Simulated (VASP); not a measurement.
# A VASP study of LaBi (LDA): structure first, properties next, part 2 of 5

What structure and properties does LDA give LaBi, and how near are they to the measured ones? The start is a computed cell from the Materials Project.

VASP 6.6.1, plane waves and PAW; the level of theory is named at each step.

Still holding for the runs below: The k-mesh is coarse for a metal.

So far. Step 2 (Full relaxation (LDA)): It ends with forces that vanish by symmetry and a pressure of -0.02 GPa. Step 3 (Second relaxation): It ends with forces that vanish by symmetry and a pressure of -0.01 GPa. The volume moved by only 0.09 %, so the volume is settled.

## 4. Density, ELF and potential (LDA)

Level of this step: LDA; plane waves and PAW (La, Bi_d) (VASP).

A single point on the relaxed cell gives a clean self-consistent state, with density, ELF and potential written out.

The input, INCAR:

```
SYSTEM = LaBi
PREC = Accurate
ENCUT = 400
EDIFF = 1E-06
NELM = 100
ISMEAR = 1
SIGMA = 0.2
LREAL = .FALSE.
ALGO = Normal
GGA = CA
NBANDS = 19
LASPH = .TRUE.
LORBIT = 11
LWAVE = .FALSE.
LCHARG = .TRUE.
ISIF = 2
LELF = .TRUE.
LVHAR = .TRUE.
```

The input, POSCAR:

```
LaBi
1.0
    0.0000000000      3.2517872099      3.2517872099
    3.2517872099      0.0000000000      3.2517872099
    3.2517872099      3.2517872099      0.0000000000
La Bi
1 1
Direct
    0.5000000000      0.5000000000      0.5000000000
    0.0000000000      0.0000000000      0.0000000000
```

The input, KPOINTS:

```
Automatic mesh
0
Gamma
7 7 7
0 0 0
```

PAW data sets: La and Bi_d (LDA family, release 64).

Launch:

```console
$ mpirun -np 2 vasp_std
```

The log of the run:

```text
[banner, memory and clock lines left out]
running    2 mpi-ranks, on    1 nodes
 distrk:  each k-point on    2 cores,    1 groups
 distr:  one band on    1 cores,    2 groups

 POSCAR found type information on POSCAR LaBi
 POSCAR found :  2 types and       2 ions
 LDA part: xc-table for (Slater(with rela. corr.)+CA(PZ))
 , standard interpolation
|                                                                             |
|           W    W    AA    RRRRR   N    N  II  N    N   GGGG   !!!           |
|           W    W   A  A   R    R  NN   N  II  NN   N  G    G  !!!           |
|           W    W  A    A  R    R  N N  N  II  N N  N  G       !!!           |
|           W WW W  AAAAAA  RRRRR   N  N N  II  N  N N  G  GGG   !            |
|           WW  WW  A    A  R   R   N   NN  II  N   NN  G    G                |
|           W    W  A    A  R    R  N    N  II  N    N   GGGG   !!!           |
|                                                                             |
|     The number of bands has been changed from the values supplied in        |
|     The orbitals not found in the WAVECAR file will be initialized with     |
|     random numbers, which is usually adequate. For correlated               |
|     calculations, however, you should redo the groundstate calculation.     |
|     I found NBANDS = 19. Now, NBANDS = 20.                                  |
|                                                                             |

 POSCAR, INCAR and KPOINTS ok, starting setup
 FFT: planning ... GRIDC
 FFT: planning ... GRID_SOFT
 FFT: planning ... GRID
 WAVECAR not read
 entering main loop
       N       E                     dE             d eps       ncg     rms          rms(c)
DAV:   1     0.253121248883E+03    0.25312E+03   -0.98236E+03   808   0.151E+03
DAV:   2     0.170006344784E+02   -0.23612E+03   -0.22581E+03   932   0.331E+02
DAV:   3    -0.986926264826E+01   -0.26870E+02   -0.26207E+02   972   0.147E+02
DAV:   4    -0.122932669694E+02   -0.24240E+01   -0.23953E+01  1536   0.353E+01
DAV:   5    -0.123870024162E+02   -0.93735E-01   -0.93714E-01  1120   0.505E+00    0.304E+00
DAV:   6    -0.123230845980E+02    0.63918E-01   -0.20544E-01  1580   0.291E+00    0.166E+00
DAV:   7    -0.122930635712E+02    0.30021E-01   -0.61588E-02  1288   0.237E+00    0.400E-01
DAV:   8    -0.122928735375E+02    0.19003E-03   -0.22741E-03  1424   0.347E-01    0.199E-01
DAV:   9    -0.122927178712E+02    0.15567E-03   -0.75289E-04  1244   0.230E-01    0.175E-02
DAV:  10    -0.122927239998E+02   -0.61286E-05   -0.68551E-05  1476   0.639E-02    0.111E-02
DAV:  11    -0.122927261493E+02   -0.21495E-05   -0.69343E-06  1232   0.198E-02    0.356E-03
DAV:  12    -0.122927262048E+02   -0.55474E-07   -0.35152E-07   860   0.461E-03
   1 F= -.12292726E+02 E0= -.12293332E+02  d E =0.181660E-02
```

Wall time 14 s (2 MPI ranks of Intel Xeon Platinum 8488C (Sapphire Rapids), shared host); peak memory 0.27 GiB; 27 s of CPU time.

OUTCAR, selected parts (step 4):

```text
  LATTYP: Found a face centered cubic cell.
 ALAT       =     6.5035744198

The static configuration has the point symmetry O_h .

 Found     20 irreducible k-points:

   k-points           NKPTS =     20   k-points in BZ     NKDIM =     20   number of bands    NBANDS=     20

   NELECT =      26.0000    total number of electrons

 E-fermi :   6.9209

 k-point     1 :       0.0000    0.0000    0.0000
  band No.  band energies     occupation
    ...
      6     -14.6066      2.00000
      7      -9.1671      2.00000
      8      -9.1671      2.00000
      9      -9.1671      2.00000
     10      -3.5587      2.00000
     11       7.2447     -0.04438
     12       7.2447     -0.04438
     13       7.2447     -0.04438
     14       8.2159     -0.00000
     15       8.2159     -0.00000
    ...

 k-point     2 :       0.1429    0.0000    0.0000
  band No.  band energies     occupation
    ...
      9      -9.1588      2.00000
     10      -3.3554      2.00000
     11       6.1338      2.00000
     12       6.6437      2.06453
     13       6.6437      2.06453
     14       8.2149     -0.00000
     15       8.4146     -0.00000
     16       8.4146     -0.00000
     17       8.9023     -0.00000
     18       9.0315     -0.00000
    ...

  Total       -0.0080817     -0.0080817     -0.0080817      0.0000000      0.0000000     -0.0000000
  in kB       -0.1882851     -0.1882851     -0.1882851      0.0000000      0.0000000     -0.0000000
  external PRESSURE =      -0.1882851 kB  Pullay stress =       0.0000000 kB

  energy-cutoff  :      400.00
  volume of cell :       68.77
      direct lattice vectors                 reciprocal lattice vectors
     0.000000000  3.251787210  3.251787210    -0.153761599  0.153761599  0.153761599
     3.251787210  0.000000000  3.251787210     0.153761599 -0.153761599  0.153761599
     3.251787210  3.251787210  0.000000000     0.153761599  0.153761599 -0.153761599

 POSITION                                       TOTAL-FORCE (eV/Angst)
 -----------------------------------------------------------------------------------
      3.25179      3.25179      3.25179        -0.000000      0.000000     -0.000000
      0.00000      0.00000      0.00000         0.000000     -0.000000      0.000000
 -----------------------------------------------------------------------------------
    total drift:                               -0.000000      0.000000      0.000000

  FREE ENERGIE OF THE ION-ELECTRON SYSTEM (eV)
  ---------------------------------------------------
  free  energy   TOTEN  =       -12.2927262048 eV

  energy  without entropy=      -12.2945428044  energy(sigma->0) =      -12.29333174

 total charge
# of ion       s       p       d       f       tot
--------------------------------------------------
    1        2.030   5.636   0.720   0.137   8.523
    2        1.442   1.754   9.879   0.000  13.075
--------------------------------------------------
tot          3.472   7.390  10.599   0.137  21.598

[... 5 parts as in an earlier step ...]

[... 5 further parts left out ...]
```

This step gave:

```
SCF cycles : 12
bands      : 20
pressure   : -0.01883 GPa
```

Valence electrons inside each PAW sphere by angular momentum. Sphere charges, by row:

```
atom  s (e)  p (e)  d (e)  f (e)  tot (e)
 La1   2.03  5.636   0.72  0.137    8.523
 Bi2  1.442  1.754  9.879      0    13.07
```

Electrostatic potential energy in the ac plane of the conventional cell at fractional y = 0.000, with atoms of La and Bi within 0.2 Å of it. With pseudopotentials it is smooth inside the atoms' cores, unlike the true potential.

Values in eV, 10 rows by 16 columns, each cell a mean:
```
 -89  -63  -17   -1   -2  -11  -45  -86  -93  -65  -20   -4    0   -6  -45  -82
 -17   -9    0    2    1   -2   -9  -17  -20  -12   -4    0    2    1   -4  -15
  -3   -1    1    2    3    2    0   -1   -2    0    2    3    3    2    0   -2
 -35  -21   -7   -1    2    0  -11  -29  -33  -19   -3    1    1   -4  -15  -31
-104  -76  -24   -5   -1   -9  -54  -93  -99  -74  -22   -2   -2  -13  -55  -98
 -93  -65  -20   -4    0   -6  -45  -82  -89  -63  -17   -1   -2  -11  -45  -86
 -20  -12   -4    0    2    1   -4  -15  -17   -9    0    2    1   -2   -9  -17
  -2    0    2    3    3    2    0   -2   -3   -1    1    2    3    2    0   -1
 -33  -19   -3    1    1   -4  -15  -31  -35  -21   -7   -1    2    0  -11  -29
 -99  -74  -22   -2   -2  -13  -55  -98 -104  -76  -24   -5   -1   -9  -54  -93
```
Columns run along a (6.5 Å; values clipped at the 3rd and 97th percentile), rows up along c (6.5 Å), edges of the conventional cell, whose origin can differ from the input's. Atoms in or near the plane, at fractional coordinates: La at (0.50, 0.00), La at (0.00, 0.50), Bi at (0.00, 0.00), Bi at (0.50, 0.50).

Valence density in the ac plane of the conventional cell at fractional y = 0.000, with atoms of La and Bi within 0.2 Å of it. It is the smooth field of the valence electrons, not physical close to the nuclei.

Values in units of 1e0 e/Å³, 10 rows by 16 columns, each cell a mean:
```
5.7 2.9 0.7 0.3 0.2 0.5 1.3 1.4 1.3 1.5 0.7 0.2 0.2 0.4 1.8 4.8
0.7 0.5 0.2 0.1 0.1 0.1 0.4 0.7 0.7 0.5 0.2 0.1 0.1 0.2 0.4 0.7
0.2 0.2 0.1 0.1 0.1 0.1 0.2 0.2 0.2 0.2 0.1 0.1 0.1 0.1 0.1 0.2
1.1 0.8 0.3 0.1 0.1 0.2 0.6 1.2 1.3 0.8 0.3 0.2 0.1 0.2 0.6 1.0
0.9 1.6 0.9 0.3 0.2 0.5 2.3 6.1 7.4 3.7 0.9 0.3 0.2 0.5 1.4 1.2
1.3 1.5 0.7 0.2 0.2 0.4 1.8 4.8 5.7 2.9 0.7 0.3 0.2 0.5 1.3 1.4
0.7 0.5 0.2 0.1 0.1 0.2 0.4 0.7 0.7 0.5 0.2 0.1 0.1 0.1 0.4 0.7
0.2 0.2 0.1 0.1 0.1 0.1 0.1 0.2 0.2 0.2 0.1 0.1 0.1 0.1 0.2 0.2
1.3 0.8 0.3 0.2 0.1 0.2 0.6 1.0 1.1 0.8 0.3 0.1 0.1 0.2 0.6 1.2
7.4 3.7 0.9 0.3 0.2 0.5 1.4 1.2 0.9 1.6 0.9 0.3 0.2 0.5 2.3 6.1
```
Columns run along a (6.5 Å), rows up along c (6.5 Å), edges of the conventional cell, whose origin can differ from the input's. Atoms in or near the plane, at fractional coordinates: La at (0.50, 0.00), La at (0.00, 0.50), Bi at (0.00, 0.00), Bi at (0.50, 0.50).

ELF in the ac plane of the conventional cell at fractional y = 0.000, with atoms of La and Bi within 0.2 Å of it. It is the smooth field of the valence electrons, not physical close to the nuclei.

Values, 10 rows by 16 columns, each cell a mean:
```
0.30 0.43 0.54 0.47 0.25 0.50 0.82 0.75 0.70 0.83 0.68 0.27 0.38 0.52 0.50 0.33
0.53 0.52 0.52 0.43 0.17 0.15 0.40 0.59 0.63 0.50 0.22 0.12 0.33 0.51 0.52 0.53
0.33 0.28 0.22 0.18 0.20 0.29 0.34 0.36 0.36 0.35 0.32 0.25 0.18 0.20 0.25 0.31
0.76 0.65 0.34 0.14 0.35 0.52 0.53 0.53 0.52 0.53 0.53 0.46 0.18 0.20 0.55 0.73
0.59 0.80 0.73 0.32 0.39 0.52 0.48 0.27 0.30 0.37 0.55 0.47 0.27 0.56 0.84 0.69
0.70 0.83 0.68 0.27 0.38 0.52 0.50 0.33 0.30 0.43 0.54 0.47 0.25 0.50 0.82 0.75
0.63 0.50 0.22 0.12 0.33 0.51 0.52 0.53 0.53 0.52 0.52 0.43 0.17 0.15 0.40 0.59
0.36 0.35 0.32 0.25 0.18 0.20 0.25 0.31 0.33 0.28 0.22 0.18 0.20 0.29 0.34 0.36
0.52 0.53 0.53 0.46 0.18 0.20 0.55 0.73 0.76 0.65 0.34 0.14 0.35 0.52 0.53 0.53
0.30 0.37 0.55 0.47 0.27 0.56 0.84 0.69 0.59 0.80 0.73 0.32 0.39 0.52 0.48 0.27
```
Columns run along a (6.5 Å), rows up along c (6.5 Å), edges of the conventional cell, whose origin can differ from the input's. Atoms in or near the plane, at fractional coordinates: La at (0.50, 0.00), La at (0.00, 0.50), Bi at (0.00, 0.00), Bi at (0.50, 0.50).

In this run the pressure is -0.02 GPa, small enough to go on.

## 5. Band structure (LDA)

Levels along the symmetry lines show where the bands peak and cross; KPOINTS_OPT computes them in the converged potential.

The input, INCAR:

```
SYSTEM = LaBi
PREC = Accurate
ENCUT = 400
EDIFF = 1E-06
NELM = 100
ISMEAR = 1
SIGMA = 0.2
LREAL = .FALSE.
ALGO = Normal
GGA = CA
NBANDS = 25
LASPH = .TRUE.
LORBIT = 11
LWAVE = .FALSE.
LCHARG = .FALSE.
KPAR = 2
```

POSCAR is that of step 4.

KPOINTS is that of step 4.

The input, KPOINTS_OPT:

```
Line mode
16
Line-mode
Reciprocal
  0.00000000   0.00000000   0.00000000 GAMMA
  0.50000000   0.00000000   0.50000000 X

  0.50000000   0.00000000   0.50000000 X
  0.50000000   0.25000000   0.75000000 W

  0.50000000   0.25000000   0.75000000 W
  0.37500000   0.37500000   0.75000000 K

  0.37500000   0.37500000   0.75000000 K
  0.00000000   0.00000000   0.00000000 GAMMA

  0.00000000   0.00000000   0.00000000 GAMMA
  0.50000000   0.50000000   0.50000000 L

  0.50000000   0.50000000   0.50000000 L
  0.62500000   0.25000000   0.62500000 U

  0.62500000   0.25000000   0.62500000 U
  0.50000000   0.25000000   0.75000000 W

  0.50000000   0.25000000   0.75000000 W
  0.50000000   0.50000000   0.50000000 L

  0.50000000   0.50000000   0.50000000 L
  0.37500000   0.37500000   0.75000000 K

  0.62500000   0.25000000   0.62500000 U
  0.50000000   0.00000000   0.50000000 X
```

Launch:

```console
$ mpirun -np 2 vasp_std
```

The log of the run:

```text
[... set-up lines as in an earlier step ...]
 entering main loop
       N       E                     dE             d eps       ncg     rms          rms(c)
DAV:   1     0.241704878380E+03    0.24170E+03   -0.95157E+03  1064   0.121E+03
DAV:   2     0.181612725996E+02   -0.22354E+03   -0.20596E+03  1033   0.279E+02
DAV:   3    -0.990267437221E+01   -0.28064E+02   -0.26778E+02  1244   0.117E+02
DAV:   4    -0.123388996496E+02   -0.24362E+01   -0.24229E+01  1786   0.298E+01
DAV:   5    -0.123967164997E+02   -0.57817E-01   -0.57773E-01  1364   0.348E+00    0.298E+00
DAV:   6    -0.123225788633E+02    0.74138E-01   -0.10500E-01  1711   0.210E+00    0.170E+00
DAV:   7    -0.122927423011E+02    0.29837E-01   -0.56046E-02  1262   0.183E+00    0.364E-01
DAV:   8    -0.122928431773E+02   -0.10088E-03   -0.45959E-03  1819   0.374E-01    0.129E-01
DAV:   9    -0.122927220105E+02    0.12117E-03   -0.48394E-04  1559   0.134E-01    0.234E-02
DAV:  10    -0.122927246701E+02   -0.26595E-05   -0.35873E-05  1764   0.382E-02    0.100E-02
DAV:  11    -0.122927262150E+02   -0.15449E-05   -0.30210E-06  1364   0.116E-02    0.356E-03
DAV:  12    -0.122927262021E+02    0.12929E-07   -0.29177E-07   662   0.569E-03
   1 F= -.12292726E+02 E0= -.12293332E+02  d E =0.181662E-02
 Start KPOINTS_OPT (optional k-point list driver)
k-point batch [1-20\160]
       N       E                     dE             ncg
DAV:   1     0.579533322289E+03   -0.86849E+04     1064
DAV:   2    -0.385823389090E+04   -0.44378E+04     1040
DAV:   3    -0.437236905665E+04   -0.51414E+03     1190
DAV:   4    -0.441714166382E+04   -0.44773E+02     1736
DAV:   5    -0.441879677436E+04   -0.16551E+01     1457
DAV:   6    -0.441897530108E+04   -0.17853E+00     1734
DAV:   7    -0.441897891352E+04   -0.36124E-02     1418
DAV:   8    -0.441897920162E+04   -0.28810E-03     1688
DAV:   9    -0.441897920845E+04   -0.68330E-05     1292
DAV:  10    -0.441897920882E+04   -0.37368E-06      857
[...]
k-point batch [141-160\160]
       N       E                     dE             ncg
DAV:   1     0.343370831149E+03   -0.14140E+05     1080
DAV:   2    -0.390421785704E+04   -0.42476E+04     1057
DAV:   3    -0.443647453042E+04   -0.53226E+03     1252
DAV:   4    -0.447933863242E+04   -0.42864E+02     1749
DAV:   5    -0.448084537443E+04   -0.15067E+01     1454
DAV:   6    -0.448096457950E+04   -0.11921E+00     1742
DAV:   7    -0.448096656171E+04   -0.19822E-02     1429
DAV:   8    -0.448096672464E+04   -0.16293E-03     1752
DAV:   9    -0.448096672802E+04   -0.33824E-05     1220
DAV:  10    -0.448096672823E+04   -0.21550E-06      912
```

The job ended after 85 s (2 MPI ranks; peak memory 0.35 GiB).

From OUTCAR (step 5):

```text
   k-points           NKPTS =     20   k-points in BZ     NKDIM =     20   number of bands    NBANDS=     25

   NELECT =      26.0000    total number of electrons

 E-fermi :   6.9209

 k-point     1 :       0.0000    0.0000    0.0000
  band No.  band energies     occupation
    ...
      6     -14.6068      2.00000
      7      -9.1671      2.00000
      8      -9.1671      2.00000
      9      -9.1671      2.00000
     10      -3.5588      2.00000
     11       7.2447     -0.04439
     12       7.2447     -0.04439
     13       7.2447     -0.04439
     14       8.2159     -0.00000
     15       8.2159     -0.00000
    ...

  Total       -0.0048140     -0.0048140     -0.0048140      0.0000000     -0.0000000      0.0000000
  in kB       -0.1121553     -0.1121553     -0.1121553      0.0000000     -0.0000000      0.0000000
  external PRESSURE =      -0.1121553 kB  Pullay stress =       0.0000000 kB

 POSITION                                       TOTAL-FORCE (eV/Angst)
 -----------------------------------------------------------------------------------
      3.25179      3.25179      3.25179         0.000000     -0.000000      0.000000
      0.00000      0.00000      0.00000        -0.000000      0.000000     -0.000000
 -----------------------------------------------------------------------------------
    total drift:                               -0.000000      0.000000      0.000000

  FREE ENERGIE OF THE ION-ELECTRON SYSTEM (eV)
  ---------------------------------------------------
  free  energy   TOTEN  =       -12.2927262021 eV

  energy  without entropy=      -12.2945428197  energy(sigma->0) =      -12.29333174

[... 8 parts as in an earlier step ...]

[... 8 further parts left out ...]
```

Spin-orbit coupling is off here; with elements this heavy it splits and shifts levels by tenths of an eV or more.

Numbers from this step:

* bands: 25
* pressure: -0.01122 GPa

The electronic bands at the labelled points (eV, zero at the Fermi level; # counts the bands kept):

```
          point     #1     #2     #3     #4    #5    #6    #7
              Γ   0.32   0.32   0.32   1.30  1.30  1.30  1.80
0.47 of the way  -2.06  -0.22  -0.22   0.41  1.93  1.93  2.00
              X  -1.48  -0.22  -0.17  -0.17  1.97  2.00  2.05
0.53 of the way  -1.47  -1.14  -1.00   0.90  1.92  2.00  2.04
              W  -1.74  -1.36  -1.36   1.65  1.65  2.02  2.02
0.47 of the way  -1.79  -1.44  -1.15   1.33  1.83  2.00  2.03
              K  -1.84  -1.47  -0.93   1.03  1.93  1.95  2.04
0.47 of the way  -2.42  -1.33  -0.94   1.61  1.69  1.94  2.04
              Γ   0.32   0.32   0.32   1.30  1.30  1.30  1.80
0.47 of the way  -1.76  -0.82  -0.82   1.33  1.70  1.70  2.08
              L  -3.29  -1.62  -1.62   1.73  1.94  1.94  2.12
0.47 of the way  -2.87  -1.51  -1.43   1.65  1.88  1.93  2.08
              U  -1.84  -1.47  -0.93   1.03  1.93  1.95  2.04
0.53 of the way  -1.79  -1.44  -1.15   1.33  1.83  2.00  2.03
              W  -1.74  -1.36  -1.36   1.65  1.65  2.02  2.02
0.47 of the way  -2.61  -1.45  -1.35   1.67  1.76  1.96  2.05
              L  -3.29  -1.62  -1.62   1.73  1.94  1.94  2.12
0.47 of the way  -2.87  -1.51  -1.43   1.65  1.88  1.93  2.08
              K  -1.84  -1.47  -0.93   1.03  1.93  1.95  2.04
      jump to U  -1.84  -1.47  -0.93   1.03  1.93  1.95  2.04
0.47 of the way  -1.48  -1.03  -0.46   0.43  1.96  1.99  2.04
              X  -1.48  -0.22  -0.17  -0.17  1.97  2.00  2.05
```

Of the projections kept (La, Bi), the largest for each band there; the rest of the weight can lie on other orbitals:

```
point       #1       #2       #3       #4       #5       #6       #7
    Γ  Bi 0.54  Bi 0.54  Bi 0.54  La 0.93  La 0.92  La 0.92  La 1.00
    X  Bi 0.75  La 0.90  Bi 0.69  Bi 0.69  La 1.00  La 0.99  La 1.00
    W  Bi 0.66  Bi 0.66  Bi 0.66  La 0.94  La 0.94  La 1.00  La 1.00
    K  Bi 0.65  Bi 0.70  Bi 0.64  La 0.85  La 1.00  La 0.99  La 1.00
    Γ  Bi 0.54  Bi 0.54  Bi 0.54  La 0.92  La 0.93  La 0.92  La 1.00
    L  Bi 0.68  Bi 0.59  Bi 0.59  La 0.98  La 0.99  La 0.99  La 1.00
```

There is no gap at this level.

(Part 2 of 5 ends here.)

[Lines on the potential files, build, host, timing and source positions are cut from VASP's logs without a mark.]

[Logs are printed without paths, hosts, clocks, repeated set-up lines and the standing remarks that a program may print on its own settings, such as how far it seeks lower states.]

[Hosts, paths, dates, database ids (printed as entryN), source tags and the programs' standing remarks are cut or masked in the printed files.]

[A measured line is paired with the nearest computed mode of its activity, which favours agreement.]
